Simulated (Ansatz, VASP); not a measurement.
# Cross-check of SiSO between VASP and Ansatz, part 2 of 2

Wanted: the spread between two codes on one cell, functional and k mesh. The cell is invented: As first built, before any earlier steps moved the atoms (in the runner's words): O for half of the S in the SiS2 structure of space group Ibam. It may not be a known or stable phase. The cell is taken from a series of runs on this material, whose earlier steps may have relaxed, scaled, displaced or heated it; both programs get it as it stands.

VASP 6.6.1 and Ansatz 0.2.0.

So far: Starting point; VASP: single point, PBEsol, pair 1; Ansatz: single point, PBEsol, pair 1; Side by side.

## Step 5: VASP: single point, PBEsol, pair 2

Level of this step: PBEsol; plane waves and PAW (Si, O, S); invented cell (VASP).

A single point gives forces, pressure and levels at one fixed geometry, so differences don't come from the geometry; what else differs is listed under the comparison.

Input file INCAR:

```
SYSTEM = SiSO
PREC = Accurate
ENCUT = 520
EDIFF = 1E-06
NELM = 120
ISMEAR = 0
SIGMA = 0.01
LREAL = .FALSE.
ALGO = Normal
GGA = PS
NBANDS = 22
LORBIT = 11
LWAVE = .FALSE.
LCHARG = .FALSE.
ISIF = 2
LASPH = .TRUE.
GGA_COMPAT = .FALSE.
EFERMI = MIDGAP
KPAR = 2
```

Input file POSCAR:

```
SiSO
1.0
   -2.8078467716      4.7865726710      2.5126366482
    2.8078467716     -4.7865726710      2.5126366482
    2.8078467716      4.7865726710     -2.5126366482
Si O S
2 2 2
Direct
    0.7413471880      0.7500000000      0.9913471880
    0.2413471880      0.2500000000      0.9913471880
    0.9023144754      0.8782120312      0.7805265066
    0.4023144754      0.6217879688      0.0241024442
    0.1063383366      0.2355513119      0.3418896485
    0.6063383366      0.2644486881      0.8707870246
```

Input file KPOINTS:

```
Automatic mesh
0
Gamma
6 6 6
0 0 0
```

PAW data sets: Si, O and S (PBE family, release 64).

Run with:

```sh
mpirun -np 2 vasp_std
```

Numbers of over 12 decimals in the logs are rounded to 6 here.

Log:

```text
[banner, memory and clock lines left out]
running    2 mpi-ranks, on    1 nodes
[...]
[... a notice as in an earlier step ...]

 LDA part: xc-table for (Slater+PW92), standard interpolation
 POSCAR, INCAR and KPOINTS ok, starting setup
[...]
entering main loop
       N       E                     dE             d eps       ncg     rms          rms(c)
DAV:   1     0.184570513529E+03    0.18457E+03   -0.14124E+04  2024   0.123E+03
DAV:   2    -0.267100353369E+02   -0.21128E+03   -0.20301E+03  2860   0.247E+02
DAV:   3    -0.430320063511E+02   -0.16322E+02   -0.16234E+02  2576   0.776E+01
DAV:   4    -0.433110364543E+02   -0.27903E+00   -0.27857E+00  2500   0.114E+01
[...]
DAV:  14    -0.399050865179E+02    0.73934E-05   -0.37997E-05  2632   0.505E-02    0.151E-02
DAV:  15    -0.399050883131E+02   -0.17952E-05   -0.68895E-06  2456   0.160E-02    0.245E-03
DAV:  16    -0.399050883761E+02   -0.62961E-07   -0.13347E-07  1816   0.267E-03
   1 F= -.39905088E+02 E0= -.39905088E+02  d E =0.000000E+00
```

OUTCAR, selected parts (step 5):

```text
  Total        0.0176674      0.0824536      0.4064858      0.0000000      0.0000000      0.0000000
  in kB        0.2095533      0.9779857      4.8213446      0.0000000      0.0000000      0.0000000
  external PRESSURE =       2.0029612 kB  Pullay stress =       0.0000000 kB

 POSITION                                       TOTAL-FORCE (eV/Angst)
 -----------------------------------------------------------------------------------
      2.80785      4.70374      1.25632         0.000000      0.120206      0.000000
      2.80785      4.70374     -1.25632         0.000000      0.120206      0.000000
      2.12392      3.85141      2.51264        -0.080791     -0.104757     -0.000000
      0.68392     -0.93516      2.51264         0.080791     -0.104757     -0.000000
      1.32278      1.01799     -0.00000        -0.018826     -0.015449      0.000000
      1.48506      5.80457      0.00000         0.018826     -0.015449      0.000000
 -----------------------------------------------------------------------------------
    total drift:                               -0.000000     -0.000449     -0.000000

  FREE ENERGIE OF THE ION-ELECTRON SYSTEM (eV)
  ---------------------------------------------------
  free  energy   TOTEN  =       -39.9050883761 eV

  energy  without entropy=      -39.9050883761  energy(sigma->0) =      -39.90508838

[... 1 part as in an earlier step ...]

[... 2 further parts left out ...]
[key lines of the parts left out:]
E-fermi :   2.4255
```

The run ends at a pressure of 0.20 GPa, with forces up to 0.13 eV/Å.

## Step 6: Ansatz: single point, PBEsol, pair 2

The same cell, functional and mesh now go to Ansatz, which takes its cutoff from its data sets.

The cell is taken from a series of runs on this material, whose earlier steps may have relaxed, scaled, displaced or heated it; both programs get it as it stands.

Input file input.yaml:

```yaml
crystal:
  lattice:
    - [-2.8078467716, 4.786572671, 2.5126366482]
    - [2.8078467716, -4.786572671, 2.5126366482]
    - [2.8078467716, 4.786572671, -2.5126366482]
  atoms:
    - { symbol: Si, position: [0.741347188, 0.75, -0.008652812] }
    - { symbol: Si, position: [0.241347188, 0.25, -0.008652812] }
    - { symbol: O, position: [0.9023144754, 0.8782120312, 0.7805265065] }
    - { symbol: S, position: [0.1063383366, 0.2355513119, 0.3418896485] }
    - { symbol: S, position: [0.6063383366, 0.2644486881, 0.8707870246] }
    - { symbol: O, position: [0.4023144754, 0.6217879688, 0.0241024442] }
kpoints:
  mp_grid: { grid: [6, 6, 6] }
  band_path: { path: [VBM, CBM], npoints: 30 }
scf:
  occupations: { method: fixed }
hamiltonian:
  xc: pbesol
output:
  eigenvalues: true
  write_potential: true
  write_density: true
  volumetric_format: npy
```

Run with:

```sh
ansatz run input.yaml --threads 2 --pin off --max-ram 4096MiB --backend cpu --events-out ev --progress --plain --runs-dir out
```

Log:

```text
[...]
Crystal: 6 atoms, lattice volume = 135.079 Å³
Basis set: ecut = 420 eV, 2647 PW (Γ)
Bands: 22, of which v1, the nominal top of the filled ones, is band 16 counted from 1 (15 counted from 0)
Symmetry: 4 space group operations
[...]
k-points: 46 of 216 (time reversal used)
[...]
--- Band table (eV; the first three rows and the last of 46) ---
  k-point 0: bands = [... 12 lower, -0.6159, -0.0459, 0.0518, 1.1673, 5.1807, 6.1695, 6.2256, 6.2653, ... 2 higher]
  k-point 1: bands = [... 12 lower, -0.6757, -0.1953, 0.0453, 1.1201, 5.4762, 6.2368, 6.3886, 6.4554, ... 2 higher]
  k-point 2: bands = [... 12 lower, -0.7993, -0.4443, 0.0482, 1.0333, 6.0474, 6.4060, 6.7609, 6.9504, ... 2 higher]
  k-point 45: bands = [... 12 lower, -0.6340, -0.4745, -0.2752, 1.3099, 5.6359, 5.9082, 6.0662, 7.4770, ... 2 higher]
[key lines of the parts left out:]
SCF converged after 7 iterations
Free energy (F): -4138.638674 eV
Fermi energy:    1.309920 eV
```

## Step 7: Differences

The two programs side by side:

| quantity | Ansatz | VASP | difference |
| --- | --- | --- | --- |
| gap on the k mesh (eV) | 3.871 | 3.899 | -0.029 |

A gap on the mesh is an upper bound, since the band edges may lie between its points.

## Step 8: Summary of results

* difference in gap on the k mesh (single point, PBEsol, pair 1): -0.029 eV
* difference in gap on the k mesh (single point, PBEsol, pair 2): -0.029 eV

In words: The difference in gap on the k mesh is -0.029 eV (single point, PBEsol, pair 1), within the 0.08 eV picked in this series as the mark of a large difference. How closely two codes agree says nothing of how well the functional describes the real material.

[Lines on the potential files, build, host, timing and source positions are cut from VASP's logs without a mark.]

[Logs are printed without paths, hosts, clocks, repeated set-up lines and the standing remarks that a program may print on its own settings, such as how far it seeks lower states.]

[Hosts, paths, dates, database ids (printed as entryN), source tags and the programs' standing remarks are cut or masked in the printed files.]
